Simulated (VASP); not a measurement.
Computed with PBEsol GGA, VASP's PBE PAW potentials (set 64) (plane waves; VASP).

VASP ran on this input.

### POSCAR
```
AlGa3P4
1
    0.0000000000     2.7217474362     2.7217474362
    2.7217474362     0.0000000000     2.7217474362
   10.8716817349    10.8716817349     0.0153080100
Ga P Al
3 4 1
Direct
  0.9998186537   0.9998186537   0.0001360098
  0.9999933962   0.9999933962   0.2500049529
  0.0002755044   0.0002755044   0.4997933717
  0.2498931150   0.2498931150   0.0625801638
  0.2499814716   0.2499814716   0.3125138963
  0.2502937772   0.2502937772   0.5622796671
  0.2499511542   0.2499511542   0.8125366343
  0.9997929278   0.9997929278   0.7501553042
```

**KPOINTS**
```
Automatic mesh
0
Gamma
6 6 2
0 0 0
```

### INCAR
```
ALGO = Normal
EDIFF = 1E-6
EDIFFG = -0.02
ENCUT = 400
GGA = PS
IBRION = 2
ISIF = 3
ISMEAR = 0
LASPH = .True.
LCHARG = .False.
LMAXMIX = 4
LREAL = .False.
LWAVE = .False.
NELM = 100
NSW = 60
PREC = Accurate
SIGMA = 0.05
SYSTEM = AlGa3P4
```

POTCAR, in this order: Ga_d P Al (PBE.64 set). Program: vasp_std.

Problem. What will the output report for the number of irreducible k-points (NKPTS), number of bands (NBANDS), largest plane-wave count, number of space-group operations, FFT grid (NGX, NGY, NGZ)?

Solution. 
```
Item                                            Value
--------------------------------------  -------------
number of irreducible k-points (NKPTS)             22
number of bands (NBANDS)                           37
largest plane-wave count                         2957
number of space-group operations                    6
FFT grid (NGX, NGY, NGZ)                28 × 28 × 100
```

The structure was generated: AlGa3P4 was put into an ordered model structure (R3m), which need not be its known phase. This run relaxes it. Symmetry was kept, so distortions that lower it aren't found. The start is the result of an earlier pass.
